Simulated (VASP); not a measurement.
Method: PBE GGA with D4 dispersion, VASP's PBE PAW potentials (set 64) (plane waves; VASP 6.6.1).

VASP input:

File KPOINTS:
```
Automatic
0
G
 13 13 13
```

**INCAR**
```
IVDW=13
ISMEAR=1   ! Methfessel-Paxton
LMAXMIX=4
NSW=30
ALGO=Normal   ! blocked Davidson
IBRION=2
GGA=PE   ! PBE
LREAL=.FALSE.
SYSTEM=MoSi2
EDIFF=1E-7   ! SCF stop (eV)
EDIFFG=-0.01
ENCUT=520
LWAVE=.FALSE.
NELM=100   ! most electronic steps
SIGMA=0.1
LASPH=.TRUE.
ISIF=4   ! ions and shape, fixed volume
PREC=Accurate
LCHARG=.FALSE.
```

### POSCAR
```
MoSi2
1.0
 -1.5597573017   1.5597573017   3.8257526577
  1.5597573017  -1.5597573017   3.8257526577
  1.5597573017   1.5597573017  -3.8257526577
Si Mo
2 1
Cart
  0.0000000000  -0.0000000000   5.0899681106
  0.0000000000  -0.0000000000   2.5615372048
  0.0000000000   0.0000000000   0.0000000000
```

POTCAR, in this order: Si Mo_sv (PBE.64 set). Program: vasp_std.

The run wrote:

File OUTCAR:
```
 ion  position               nearest neighbor table
   1  0.665  0.665  0.000-   2 2.53   3 2.54   3 2.54   3 2.54   3 2.54   2 2.56   2 2.56   2 2.56
                             2 2.56   3 2.56
   2  0.335  0.335  0.000-   1 2.53   3 2.54   3 2.54   3 2.54   3 2.54   1 2.56   1 2.56   1 2.56
                             1 2.56   3 2.56
   3  0.000  0.000  0.000-   1 2.54   1 2.54   1 2.54   2 2.54   2 2.54   2 2.54   1 2.54   2 2.54
                             1 2.56   2 2.56
  LATTYP: Found a body centered tetragonal cell.
 ALAT       =     3.1195146034
 C/A-ratio  =     2.4527871442
 Subroutine PRICEL returns:
 Original cell was already a primitive cell.
 Subroutine GETGRP returns: Found 16 space group operations
The static configuration has the point symmetry D_4h.
The dynamic configuration has the point symmetry D_4h.
 Subroutine INISYM returns: Found 16 space group operations
 Subroutine IBZKPT returns following result:
 Found    196 irreducible k-points:

 Following reciprocal coordinates:
            Coordinates               Weight
  0.000000  0.000000  0.000000      1.000000
  0.076923  0.000000 -0.000000      8.000000
  0.153846 -0.000000  0.000000      8.000000
  0.230769  0.000000 -0.000000      8.000000
...
```

### OSZICAR
```
       N       E                     dE             d eps       ncg     rms          rms(c)
DAV:   1     0.126717966694E+03    0.12672E+03   -0.11637E+04  5904   0.141E+03
DAV:   2    -0.208590750846E+02   -0.14758E+03   -0.14543E+03  7280   0.344E+02
DAV:   3    -0.238523285867E+02   -0.29933E+01   -0.29676E+01  7707   0.444E+01
DAV:   4    -0.238668188894E+02   -0.14490E-01   -0.14487E-01  6762   0.356E+00
DAV:   5    -0.238669312769E+02   -0.11239E-03   -0.11238E-03  7791   0.298E-01    0.258E+01
DAV:   6    -0.231512714854E+02    0.71566E+00   -0.59637E+00  6972   0.178E+01    0.638E+00
DAV:   7    -0.230595316050E+02    0.91740E-01   -0.75860E-01  6615   0.579E+00    0.535E+00
DAV:   8    -0.230288583710E+02    0.30673E-01   -0.97151E-02  6937   0.270E+00    0.459E-01
DAV:   9    -0.230283170793E+02    0.54129E-03   -0.17309E-03  7287   0.392E-01    0.228E-01
DAV:  10    -0.230282807862E+02    0.36293E-04   -0.48869E-04  7154   0.211E-01    0.549E-02
DAV:  11    -0.230282722636E+02    0.85226E-05   -0.14023E-04  7147   0.979E-02    0.280E-02
DAV:  12    -0.230282705388E+02    0.17248E-05   -0.20095E-05  6832   0.334E-02    0.638E-03
DAV:  13    -0.230282699014E+02    0.63746E-06   -0.89023E-07  6951   0.929E-03    0.159E-03
DAV:  14    -0.230282698551E+02    0.46306E-07   -0.15560E-08  3542   0.111E-03
   1 F= -.24810605E+02 E0= -.24810556E+02  d E =-.248106E+02
       N       E                     dE             d eps       ncg     rms          rms(c)
DAV:   1    -0.230348084795E+02   -0.65386E-02   -0.22125E-01  6314   0.458E+00    0.419E-01
DAV:   2    -0.230311401762E+02    0.36683E-02   -0.71794E-03  7336   0.714E-01    0.211E-01
DAV:   3    -0.230300908716E+02    0.10493E-02   -0.27645E-03  7532   0.437E-01    0.837E-02
DAV:   4    -0.230300680017E+02    0.22870E-04   -0.13482E-04  6545   0.940E-02    0.317E-02
DAV:   5    -0.230300651854E+02    0.28163E-05   -0.91972E-06  7245   0.203E-02    0.130E-02
DAV:   6    -0.230300650711E+02    0.11433E-06   -0.14519E-06  7371   0.845E-03    0.227E-03
DAV:   7    -0.230300650581E+02    0.13003E-07   -0.11769E-07  3521   0.274E-03
   2 F= -.24812029E+02 E0= -.24811985E+02  d E =-.142400E-02
       N       E                     dE             d eps       ncg     rms          rms(c)
DAV:   1    -0.230305171324E+02   -0.45206E-03   -0.15885E-02  6335   0.123E+00    0.112E-01
DAV:   2    -0.230302582592E+02    0.25887E-03   -0.49751E-04  7308   0.190E-01    0.563E-02
DAV:   3    -0.230301843719E+02    0.73887E-04   -0.19912E-04  7560   0.119E-01    0.222E-02
DAV:   4    -0.230301829358E+02    0.14361E-05   -0.91611E-06  6482   0.246E-02    0.853E-03
DAV:   5    -0.230301826960E+02    0.23980E-06   -0.61305E-07  7308   0.527E-03    0.347E-03
DAV:   6    -0.230301826723E+02    0.23768E-07   -0.94499E-08  3630   0.219E-03
   3 F= -.24812243E+02 E0= -.24812191E+02  d E =-.163879E-02
       N       E                     dE             d eps       ncg     rms          rms(c)
DAV:   1    -0.230305026652E+02   -0.31997E-03   -0.12888E-02  6769   0.102E+00    0.890E-02
DAV:   2    -0.230302960821E+02    0.20658E-03   -0.54860E-04  6951   0.183E-01    0.481E-02
DAV:   3    -0.230302496004E+02    0.46482E-04   -0.11951E-04  7231   0.888E-02    0.173E-02
DAV:   4    -0.230302454847E+02    0.41157E-05   -0.14152E-05  7203   0.303E-02    0.732E-03
DAV:   5    -0.230302451988E+02    0.28590E-06   -0.97419E-07  6755   0.697E-03    0.354E-03
DAV:   6    -0.230302451789E+02    0.19900E-07   -0.67512E-08  3465   0.192E-03
   4 F= -.24812306E+02 E0= -.24812253E+02  d E =-.629571E-04
       N       E                     dE             d eps       ncg     rms          rms(c)
DAV:   1    -0.230302754112E+02   -0.30212E-04   -0.96566E-04  6762   0.279E-01    0.244E-02
DAV:   2    -0.230302599233E+02    0.15488E-04   -0.40901E-05  6930   0.499E-02    0.131E-02
DAV:   3    -0.230302562779E+02    0.36454E-05   -0.89743E-06  7231   0.242E-02    0.472E-03
DAV:   4    -0.230302559876E+02    0.29029E-06   -0.10468E-06  7168   0.821E-03    0.199E-03
DAV:   5    -0.230302559871E+02    0.47476E-09   -0.67669E-08  3248   0.188E-03
   5 F= -.24812317E+02 E0= -.24812264E+02  d E =-.736059E-04
```

**OUTCAR**
```
------------------------ aborting loop because EDIFF is reached ----------------------------------------
  Edisp (eV):   -1.78206
  FORCE on cell =-STRESS in cart. coord.  units (eV):
  Direction    XX          YY          ZZ          XY          YZ          ZX
  --------------------------------------------------------------------------------------
  Total       3.60285     3.60285     3.60390     0.00000     0.00000     0.00000
  in kB     155.04804   155.04804   155.09286     0.00000     0.00000     0.00000
  external pressure =      155.06 kB  Pullay stress =        0.00 kB
  volume of cell :       37.23
      direct lattice vectors                 reciprocal lattice vectors
    -1.557719085  1.557719085  3.835770912     0.000000000  0.320982136  0.130351893
     1.557719085 -1.557719085  3.835770912     0.320982136  0.000000000  0.130351893
     1.557719085  1.557719085 -3.835770912     0.320982136  0.320982136  0.000000000
 POSITION                                       TOTAL-FORCE (eV/Angst)
 -----------------------------------------------------------------------------------
      0.00000      0.00000      5.11043        -0.000000     -0.000000     -0.000571
      0.00000      0.00000      2.56112         0.000000     -0.000000      0.000571
      0.00000      0.00000     -0.00000         0.000000      0.000000      0.000000
 -----------------------------------------------------------------------------------
    total drift:                                0.000000     -0.000000     -0.000000
  FREE ENERGIE OF THE ION-ELECTRON SYSTEM (eV)
  ---------------------------------------------------
  free  energy   TOTEN  =       -24.8123169645 eV

  energy  without entropy=      -24.8121568620  energy(sigma->0) =      -24.81226360

 reached required accuracy - stopping structural energy minimisation
```
(Selected blocks of OUTCAR.)

File CONTCAR:
```
MoSi2
   1.00000000000000
    -1.5577190854856457    1.5577190854856457    3.8357709115379688
     1.5577190854856457   -1.5577190854856457    3.8357709115379688
     1.5577190854856457    1.5577190854856457   -3.8357709115379688
  Si              Mo
     2     1
Direct
     0.6661537125486553    0.6661537125486553    0.0000000000000000
     0.3338462874513447    0.3338462874513447    0.0000000000000000
     0.0000000000000000    0.0000000000000000    0.0000000000000000
```

The compound is MoSi2 in the MoSi2 type structure. This cell is one point of a volume scan, at 0.94 of the reference volume. Symmetry was kept, so distortions that lower it aren't found.
